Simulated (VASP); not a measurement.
Computed with PBE GGA, VASP's PBE PAW potentials (set 64) (plane waves; VASP).

A VASP calculation is set up with these files.

File POSCAR:
```
Tm
1
    3.5113440000     0.0000000000     0.0000000000
   -1.7556720000     3.0409130000     0.0000000000
    0.0000000000     0.0000000000    11.2977710000
Tm
4
Direct
  0.0000000000   0.0000000000   0.0000000000
  0.0000000000   0.0000000000   0.5000000000
  0.3333330000   0.6666670000   0.2500000000
  0.6666670000   0.3333330000   0.7500000000
```

**INCAR**
```
SYSTEM = Tm
PREC = Accurate
ENCUT = 210
EDIFF = 1E-6
NELM = 100
ALGO = Normal
LREAL = .FALSE.
LASPH = .TRUE.
ISMEAR = 1
SIGMA = 0.136
GGA = PE
LMAXMIX = 6
LWAVE = .FALSE.
LCHARG = .FALSE.
ISIF = 2
ISPIN = 2
MAGMOM = 2.0 2.0 2.0 2.0
LORBIT = 11
```

KPOINTS:
```
Regular mesh
0
Gamma
7 7 2
0 0 0
```

POTCAR, in this order: Tm (PBE.64 set). Program: vasp_std.

The run wrote:

File OUTCAR:
```
 ion  position               nearest neighbor table
   1  0.000  0.000  0.000-   3 3.48   4 3.48   3 3.48   4 3.48   4 3.48   3 3.48
   2  0.000  0.000  0.500-   3 3.48   4 3.48   3 3.48   4 3.48   4 3.48   3 3.48
   3  0.333  0.667  0.250-   1 3.48   2 3.48   1 3.48   2 3.48   1 3.48   2 3.48
   4  0.667  0.333  0.750-   1 3.48   2 3.48   1 3.48   2 3.48   1 3.48   2 3.48
  LATTYP: Found a hexagonal cell.
 ALAT       =     3.5113440000
 C/A-ratio  =     3.2175061743
 Subroutine PRICEL returns:
 Original cell was already a primitive cell.
 Subroutine GETGRP returns: Found 24 space group operations
The static configuration has the point symmetry D_3d.
 The point group associated with its full space group is D_6h.
The dynamic configuration has the point symmetry D_3d.
The overall configuration has the point symmetry D_3d.
 Subroutine INISYM returns: Found 24 space group operations
 Subroutine IBZKPT returns following result:
 Found     16 irreducible k-points:

 Following reciprocal coordinates:
            Coordinates               Weight
  0.000000  0.000000  0.000000      1.000000
  0.142857  0.000000  0.000000      6.000000
  0.285714  0.000000  0.000000      6.000000
  0.428571  0.000000  0.000000      6.000000
  0.142857  0.142857  0.000000      6.000000
  0.285714  0.142857  0.000000     12.000000
  0.428571  0.142857  0.000000      6.000000
  0.285714  0.285714  0.000000      6.000000
  0.000000  0.000000  0.500000      1.000000
  0.142857  0.000000  0.500000      6.000000
  0.285714  0.000000  0.500000      6.000000
  0.428571  0.000000  0.500000      6.000000
  0.142857  0.142857  0.500000      6.000000
  0.285714  0.142857  0.500000     12.000000
  0.428571  0.142857  0.500000      6.000000
  0.285714  0.285714  0.500000      6.000000
   k-points           NKPTS =     16   k-points in BZ     NKDIM =     16   number of bands    NBANDS=     59
   number of dos      NEDOS =    301   number of ions     NIONS =      4
   total plane-waves  NPLWV =  17496
...
```

OSZICAR:
```
...
DAV:   8    -0.112854742174E+03    0.10808E+02   -0.21890E+02  4996   0.117E+02    0.893E+01
DAV:   9    -0.557117460559E+02    0.57143E+02   -0.38393E+01  4491   0.246E+01    0.612E+01
DAV:  10    -0.183605301887E+02    0.37351E+02   -0.32859E+01  4741   0.404E+01    0.529E+01
DAV:  11    -0.154914612580E+02    0.28691E+01   -0.65147E+00  4456   0.110E+01    0.557E+01
DAV:  12    -0.158768582842E+02   -0.38540E+00   -0.12939E+01  5385   0.127E+01    0.529E+01
DAV:  13    -0.155397872972E+02    0.33707E+00   -0.27238E+00  5088   0.593E+00    0.455E+01
DAV:  14    -0.184000036541E+02   -0.28602E+01   -0.28539E+00  5210   0.900E+00    0.594E+01
DAV:  15    -0.162723905611E+02    0.21276E+01   -0.47362E-01  5014   0.532E+00    0.502E+01
DAV:  16    -0.162630966445E+02    0.92939E-02   -0.58693E-02  4007   0.102E+00    0.500E+01
DAV:  17    -0.164738313006E+02   -0.21073E+00   -0.12435E-02  5110   0.193E+00    0.514E+01
DAV:  18    -0.163755757428E+02    0.98256E-01   -0.71007E-01  4829   0.503E+00    0.511E+01
DAV:  19    -0.160467523784E+02    0.32882E+00   -0.25272E-02  4190   0.911E-01    0.495E+01
DAV:  20    -0.161699961548E+02   -0.12324E+00   -0.38025E-01  4950   0.752E+00    0.498E+01
DAV:  21    -0.146245894485E+02    0.15454E+01   -0.78855E-01  4779   0.403E+00    0.442E+01
DAV:  22    -0.143142612894E+02    0.31033E+00   -0.92993E-02  4527   0.153E+00    0.423E+01
DAV:  23    -0.143693664255E+02   -0.55105E-01   -0.16524E+00  4941   0.141E+01    0.453E+01
DAV:  24    -0.144357755557E+02   -0.66409E-01   -0.20514E-01  4708   0.256E+00    0.447E+01
DAV:  25    -0.133008471868E+02    0.11349E+01   -0.10447E+00  4596   0.377E+00    0.423E+01
DAV:  26    -0.137414965454E+02   -0.44065E+00   -0.65680E-01  5517   0.113E+01    0.403E+01
DAV:  27    -0.135006487064E+02    0.24085E+00   -0.11160E-01  4398   0.290E+00    0.387E+01
DAV:  28    -0.133780434398E+02    0.12261E+00   -0.49867E-02  5131   0.269E+00    0.352E+01
DAV:  29    -0.134029101393E+02   -0.24867E-01   -0.19289E-02  4092   0.817E-01    0.360E+01
DAV:  30    -0.137056177281E+02   -0.30271E+00   -0.21224E-02  4696   0.115E+00    0.376E+01
DAV:  31    -0.128106531862E+02    0.89496E+00   -0.77886E-01  4646   0.549E+00    0.273E+01
DAV:  32    -0.130519980047E+02   -0.24134E+00   -0.35309E+00  4969   0.127E+01    0.425E+01
DAV:  33    -0.124239014145E+02    0.62810E+00   -0.17503E+00  4802   0.973E+00    0.310E+01
DAV:  34    -0.128495398045E+02   -0.42564E+00   -0.29160E+00  5518   0.113E+01    0.382E+01
DAV:  35    -0.128504064807E+02   -0.86668E-03   -0.11733E-01  4066   0.160E+00    0.395E+01
DAV:  36    -0.128341346810E+02    0.16272E-01   -0.11863E-02  4770   0.690E-01    0.411E+01
DAV:  37    -0.131187699976E+02   -0.28464E+00   -0.72431E-02  5654   0.255E+00    0.481E+01
DAV:  38    -0.128425999372E+02    0.27617E+00   -0.71924E-02  4488   0.333E+00    0.418E+01
DAV:  39    -0.127688388946E+02    0.73761E-01   -0.10528E-01  4870   0.226E+00    0.333E+01
DAV:  40    -0.127997763625E+02   -0.30937E-01   -0.12019E-02  4211   0.546E-01    0.325E+01
DAV:  41    -0.127657341724E+02    0.34042E-01   -0.47604E-03  5697   0.467E-01    0.303E+01
DAV:  42    -0.128419083899E+02   -0.76174E-01   -0.11276E-02  5050   0.628E-01    0.334E+01
DAV:  43    -0.129582080228E+02   -0.11630E+00   -0.32819E-02  5089   0.227E+00    0.346E+01
DAV:  44    -0.144689474407E+02   -0.15107E+01   -0.45178E+00  4967   0.162E+01    0.713E+01
DAV:  45    -0.128807524637E+02    0.15882E+01   -0.54582E-01  4651   0.533E+00    0.379E+01
DAV:  46    -0.131030952368E+02   -0.22234E+00   -0.11159E-01  4921   0.273E+00    0.503E+01
DAV:  47    -0.130272187986E+02    0.75876E-01   -0.27886E-02  4555   0.115E+00    0.459E+01
DAV:  48    -0.128137345885E+02    0.21348E+00   -0.16458E-02  4673   0.141E+00    0.410E+01
DAV:  49    -0.124638255168E+02    0.34991E+00   -0.14687E-01  5191   0.297E+00    0.252E+01
DAV:  50    -0.124255175568E+02    0.38308E-01   -0.48169E-02  4506   0.153E+00    0.227E+01
DAV:  51    -0.125789761996E+02   -0.15346E+00   -0.17266E+00  4758   0.685E+00    0.320E+01
DAV:  52    -0.123997198840E+02    0.17926E+00   -0.47357E-01  5106   0.486E+00    0.131E+01
DAV:  53    -0.124104122087E+02   -0.10692E-01   -0.11017E-01  4906   0.215E+00    0.160E+01
DAV:  54    -0.124354306952E+02   -0.25018E-01   -0.13579E-02  4868   0.885E-01    0.182E+01
DAV:  55    -0.124001935292E+02    0.35237E-01   -0.20680E-01  4899   0.279E+00    0.112E+01
DAV:  56    -0.124124022619E+02   -0.12209E-01   -0.20950E-02  4656   0.146E+00    0.112E+01
DAV:  57    -0.124689382263E+02   -0.56536E-01   -0.37039E-01  4973   0.363E+00    0.207E+01
DAV:  58    -0.125807072677E+02   -0.11177E+00   -0.49819E-02  5210   0.206E+00    0.283E+01
DAV:  59    -0.125590788217E+02    0.21628E-01   -0.75747E-03  4373   0.705E-01    0.267E+01
DAV:  60    -0.124286846165E+02    0.13039E+00   -0.11512E-01  5603   0.223E+00    0.124E+01
DAV:  61    -0.124528548282E+02   -0.24170E-01   -0.56424E-03  5161   0.929E-01    0.112E+01
DAV:  62    -0.125038724737E+02   -0.51018E-01   -0.35700E-02  5702   0.163E+00    0.180E+01
DAV:  63    -0.124708732395E+02    0.32999E-01   -0.10433E-02  4736   0.733E-01    0.139E+01
DAV:  64    -0.124610634501E+02    0.98098E-02   -0.74774E-03  4764   0.592E-01    0.107E+01
DAV:  65    -0.124553764776E+02    0.56870E-02   -0.67652E-03  5389   0.501E-01    0.777E+00
DAV:  66    -0.124501358823E+02    0.52406E-02   -0.10785E-02  5634   0.693E-01    0.443E+00
DAV:  67    -0.124523328077E+02   -0.21969E-02   -0.89354E-04  4229   0.233E-01    0.450E+00
DAV:  68    -0.124551241845E+02   -0.27914E-02   -0.50333E-04  5372   0.254E-01    0.499E+00
DAV:  69    -0.124583126222E+02   -0.31884E-02   -0.93651E-04  4779   0.461E-01    0.458E+00
DAV:  70    -0.124594599715E+02   -0.11473E-02   -0.33905E-03  4950   0.507E-01    0.299E+00
DAV:  71    -0.124592884846E+02    0.17149E-03   -0.13683E-02  4973   0.668E-01    0.223E+00
DAV:  72    -0.124594758474E+02   -0.18736E-03   -0.55947E-04  4115   0.201E-01    0.184E+00
DAV:  73    -0.124596887825E+02   -0.21294E-03   -0.84089E-04  5776   0.308E-01    0.861E-01
DAV:  74    -0.124598932813E+02   -0.20450E-03   -0.41184E-04  5424   0.154E-01    0.737E-01
DAV:  75    -0.124602555246E+02   -0.36224E-03   -0.39941E-04  4625   0.175E-01    0.478E-01
DAV:  76    -0.124602890817E+02   -0.33557E-04   -0.40312E-04  4861   0.243E-01    0.490E-01
DAV:  77    -0.124602957025E+02   -0.66207E-05   -0.23409E-04  4881   0.108E-01    0.361E-01
DAV:  78    -0.124602610035E+02    0.34699E-04   -0.50394E-05  5106   0.714E-02    0.486E-01
DAV:  79    -0.124602647361E+02   -0.37327E-05   -0.28378E-05  4584   0.348E-02    0.605E-01
DAV:  80    -0.124601318129E+02    0.13292E-03   -0.43182E-05  4879   0.107E-01    0.793E-01
DAV:  81    -0.124602137577E+02   -0.81945E-04   -0.66816E-05  4438   0.570E-02    0.775E-01
DAV:  82    -0.124602073782E+02    0.63795E-05   -0.14939E-04  4896   0.844E-02    0.447E-01
DAV:  83    -0.124603065862E+02   -0.99208E-04   -0.65960E-05  4748   0.755E-02    0.288E-01
DAV:  84    -0.124603601086E+02   -0.53522E-04   -0.41797E-05  4627   0.603E-02    0.241E-01
DAV:  85    -0.124603705129E+02   -0.10404E-04   -0.28609E-05  4239   0.503E-02    0.153E-01
DAV:  86    -0.124603665697E+02    0.39433E-05   -0.14597E-05  3658   0.367E-02    0.137E-01
DAV:  87    -0.124603683246E+02   -0.17549E-05   -0.52571E-06  3014   0.284E-02    0.125E-01
DAV:  88    -0.124603657223E+02    0.26023E-05   -0.17618E-06  2612   0.736E-03    0.115E-01
DAV:  89    -0.124603668767E+02   -0.11544E-05   -0.28892E-06  2329   0.180E-02    0.146E-01
DAV:  90    -0.124603610049E+02    0.58718E-05   -0.31039E-06  3052   0.157E-02    0.127E-01
DAV:  91    -0.124603526662E+02    0.83387E-05   -0.90459E-06  2574   0.270E-02    0.363E-02
DAV:  92    -0.124603501736E+02    0.24925E-05   -0.64316E-06  3237   0.224E-02    0.788E-02
DAV:  93    -0.124603483825E+02    0.17911E-05   -0.15118E-06  2210   0.115E-02    0.713E-02
DAV:  94    -0.124603507838E+02   -0.24013E-05   -0.22039E-06  1931   0.133E-02    0.387E-02
DAV:  95    -0.124603523626E+02   -0.15788E-05   -0.92319E-07  1891   0.102E-02    0.355E-02
DAV:  96    -0.124603520933E+02    0.26928E-06   -0.38780E-06  1910   0.141E-02
   1 F= -.12460352E+02 E0= -.12450441E+02  d E =-.297332E-01  mag=     4.4097
```

OUTCAR:
```
------------------------ aborting loop because EDIFF is reached ----------------------------------------
  FORCE on cell =-STRESS in cart. coord.  units (eV):
  Direction    XX          YY          ZZ          XY          YZ          ZX
  --------------------------------------------------------------------------------------
  Total      -28.0322552    -28.0322533    -27.4372425      0.0000000      0.0000000      0.0000000
  in kB     -372.3046661   -372.3046402   -364.4021262      0.0000000      0.0000000      0.0000000
  external PRESSURE =    -369.6704775 kB  Pullay stress =       0.0000000 kB
  volume of cell :      120.63
      direct lattice vectors                 reciprocal lattice vectors
     3.511344000  0.000000000  0.000000000     0.284791237  0.164424303  0.000000000
    -1.755672000  3.040913000  0.000000000     0.000000000  0.328848606  0.000000000
     0.000000000  0.000000000 11.297771000     0.000000000  0.000000000  0.088513035
 POSITION                                       TOTAL-FORCE (eV/Angst)
 -----------------------------------------------------------------------------------
      0.00000      0.00000      0.00000         0.000000     -0.000000      0.000000
      0.00000      0.00000      5.64889         0.000000     -0.000000      0.000000
     -0.00000      2.02728      2.82444         0.000000      0.000000      0.000000
      1.75567      1.01364      8.47333        -0.000000     -0.000000     -0.000000
 -----------------------------------------------------------------------------------
    total drift:                                0.000000     -0.000000      0.000000
  FREE ENERGIE OF THE ION-ELECTRON SYSTEM (eV)
  ---------------------------------------------------
  free  energy   TOTEN  =       -12.4603520933 eV

  energy  without entropy=      -12.4306188556  energy(sigma->0) =      -12.45044101

 total charge

# of ion       s       p       d       f       tot
--------------------------------------------------
    1        2.220   6.324   0.543  12.420  21.508
    2        2.220   6.324   0.543  12.420  21.508
    3        2.224   6.324   0.544  12.415  21.506
    4        2.224   6.324   0.544  12.415  21.506
--------------------------------------------------
tot          8.887  25.296   2.175  49.670  86.028

 magnetization (x)

# of ion       s       p       d       f       tot
--------------------------------------------------
    1        0.002  -0.041  -0.113   1.439   1.287
    2        0.002  -0.041  -0.113   1.439   1.287
    3        0.003  -0.047  -0.112   1.453   1.298
    4        0.003  -0.047  -0.112   1.453   1.298
--------------------------------------------------
tot          0.011  -0.175  -0.450   5.785   5.171
```
(Selected blocks of OUTCAR.)

### OUTCAR
```
 val. band max:        2.3104889988   @ k =   0.4286   0.0000   0.5000

 cond. band min:       2.3207960505   @ k =   0.1429   0.1429   0.0000


 Fermi energy:         2.3114603017

 spin component 1

 k-point     1 :       0.0000    0.0000    0.0000
  band No.  band energies     occupation
      1     -48.6948      1.00000
      2     -48.6879      1.00000
      3     -48.6324      1.00000
      4     -48.6244      1.00000
      5     -22.0355      1.00000
      6     -21.7402      1.00000
      7     -21.6850      1.00000
      8     -21.4385      1.00000
      9     -21.4385      1.00000
     10     -21.3967      1.00000
     11     -21.3967      1.00000
     12     -21.3612      1.00000
     13     -21.3612      1.00000
     14     -21.2803      1.00000
     15     -21.2495      1.00000
     16     -21.2495      1.00000
     17      -2.9443      1.00000
     18      -1.3643      1.00000
     19      -1.3489      1.00000
     20       0.2215      1.00000
     21       0.2257      1.00000
     22       0.3275      1.00000
     23       0.3526      1.00000
     24       0.3991      1.00000
     25       0.4215      1.00000
     26       0.4733      1.00000
     27       0.8530      1.00000
     28       0.8584      1.00000
     29       0.8985      1.00000
     30       0.8985      1.00000
     31       0.9105      1.00000
     32       0.9105      1.00000
     33       1.0748      1.00000
     34       1.0748      1.00000
     35       1.0777      1.00000
     36       1.0777      1.00000
     37       1.0929      1.00000
     38       1.0929      1.00000
     39       1.0933      1.00000
     40       1.0933      1.00000
     41       1.1372      1.00000
     42       1.1422      1.00000
     43       1.1934      1.00000
     44       1.1934      1.00000
     45       1.2125      1.00000
     46       1.2125      1.00000
     47       1.2416      1.00000
     48       1.2482      1.00000
     49       3.5001     -0.00000
...
```

At this cut-off the stress carries a Pulay error, which pulls relaxed volumes low.

The structure was generated: Tm was put into an ordered model structure, which need not be its known phase. The cell was not relaxed at this level. The run is one of a series of settings (ENCUT = 210 against the base run), some of them coarse on purpose.
